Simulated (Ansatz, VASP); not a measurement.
## ZrHg in VASP and in Ansatz

```
Zr Hg
1.0
     3.08474    0.00000    0.00000
     0.00000    3.08474    0.00000
     0.00000    0.00000    4.19676
Zr Hg
1 1
Direct
  0.50000 0.50000 0.50000
  0.00000 0.00000 0.00000
```

Alike in both runs: functional LDA; k mesh 14 × 14 × 10; occupations fermi-dirac, width 0.15 eV; no spin polarisation.

Ansatz relaxed the structure, and its values are those at the end. VASP's run is a single point on that final structure, the one shown.

```csv
,VASP,Ansatz
version,VASP 6.6.1,Ansatz 0.2.0
potentials or method,"VASP PAW LDA potentials, release 64 (Zr_sv, Hg)","scalar-relativistic, plane waves, PAW"
plane-wave cutoff (eV),520,420
valence electrons in the cell,24,32
```

Ansatz gave:

- gap on the k mesh at the Fermi level (eV): none
- pressure (GPa): 0.0

Problem. What did VASP give for the same quantities?

Solution. gap on the k mesh at the Fermi level (eV): none; pressure (GPa): 0.8.

A gap of «none» marks a metal or a gap that the smearing closes. The two sets of potentials don't hold the same shells in valence.

The runs have no spin-orbit coupling, so splittings on Hg are missing.
